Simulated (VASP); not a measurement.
Method: PBE GGA, VASP's PBE PAW potentials (set 64) (plane waves; VASP 6.6.1).

VASP input:

**KPOINTS**
```
Automatic mesh
0
Gamma
10 10 10
0 0 0
```

File POSCAR:
```
SbPd
1
    0.0000000000     2.9347590000     2.9347590000
    2.9347590000     0.0000000000     2.9347590000
    2.9347590000     2.9347590000     0.0000000000
Sb Pd
1 1
Direct
  0.0000000000   0.0000000000   0.0000000000
  0.5000000000   0.5000000000   0.5000000000
```

**INCAR**
```
SYSTEM = SbPd
PREC = Accurate
ENCUT = 400
EDIFF = 1E-6
NELM = 100
ALGO = Normal
LREAL = .FALSE.
LASPH = .TRUE.
ISMEAR = 1
SIGMA = 0.1
GGA = PE
LMAXMIX = 4
LWAVE = .FALSE.
LCHARG = .FALSE.
ISIF = 2
NBANDS = 8
```

POTCAR, in this order: Sb Pd (PBE.64 set). Program: vasp_std.

Unless said otherwise, spin-orbit coupling is left out, though it shifts the bands of the heavy elements here.

### Question
What does the run give for the energy per atom (σ→0), pressure, band gap (on the k-mesh)?

### Answer

```yaml
energy per atom (σ→0): -4.688 eV/atom
band gap (on the k-mesh): none (metal, semimetal or under 0.01 eV)
pressure: -9.95 GPa
```

### OSZICAR
```
...
DAV:   6    -0.939558952512E+01    0.45941E-01   -0.28553E-01  1096   0.618E+00    0.180E+00
DAV:   7    -0.938156506294E+01    0.14024E-01   -0.14487E-01   904   0.341E+00    0.119E+00
DAV:   8    -0.937595378475E+01    0.56113E-02   -0.39650E-02   896   0.259E+00    0.230E-01
DAV:   9    -0.937601555077E+01   -0.61766E-04   -0.25105E-03  1128   0.370E-01    0.990E-02
DAV:  10    -0.937601496482E+01    0.58595E-06   -0.49643E-04  1096   0.234E-01    0.103E-02
DAV:  11    -0.937601659190E+01   -0.16271E-05   -0.19738E-05   912   0.537E-02    0.501E-03
DAV:  12    -0.937601693957E+01   -0.34767E-06   -0.63637E-06   456   0.161E-02
   1 F= -.93760169E+01 E0= -.93762855E+01  d E =0.805638E-03
```

The structure was generated: SbPd was put into the rocksalt type (Fm-3m), which need not be its known phase. The cell was not relaxed at this level. The run is one of a series of settings (NBANDS = 8 against the base run), some of them coarse on purpose. The electron count is odd and the run is not spin-polarised, which forces a metal. VASP warned that the highest band is occupied, so more bands are needed.
